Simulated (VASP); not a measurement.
Elastic constants (GPa) of a crystal from PBE GGA, VASP's PBE PAW potentials (set 64) run with VASP:

```csv
,xx,yy,zz,yz,xz,xy
xx,90.8,27.0,29.7,0.0,0.0,0.0
yy,27.0,98.2,16.4,0.0,0.0,0.0
zz,29.7,16.4,95.2,0.0,0.0,0.0
yz,0.0,0.0,0.0,36.3,0.0,0.0
xz,0.0,0.0,0.0,0.0,27.9,0.0
xy,0.0,0.0,0.0,0.0,0.0,30.8
```

Finite-difference elastic constants of metals are sensitive to mesh and smearing; shear constants can be off by tens of GPa.

Task: Work out the Voigt, Reuss and Hill moduli, Young's modulus and Poisson's ratio.

Result: All eigenvalues are positive (smallest 27.9 GPa), so the crystal is stable. K_V = (C11+C22+C33+2(C12+C13+C23))/9 = (284.2 + 2×73.1)/9 = 47.8 GPa; G_V = (284.2 − 73.1 + 3×95.0)/15 = 33.1 GPa. From the compliances, K_R = 47.8 GPa and G_R = 32.5 GPa. Hill: K = 47.8 GPa, G = 32.8 GPa, E = 9KG/(3K+G) = 80.0 GPa, ν = (3K−2G)/(2(3K+G)) = 0.221. K/G = 1.46, below Pugh's 1.75; universal anisotropy A^U = 0.09.

Task: With a density of 5.75 g/cm³, what are the mean sound speeds?

Result: v_l = √((K+4G/3)/ρ) = 3.99 km/s and v_t = √(G/ρ) = 2.39 km/s. The crystal is Ga (alpha), orthorhombic.

The compound is Ga in the alpha structure. It was relaxed first.
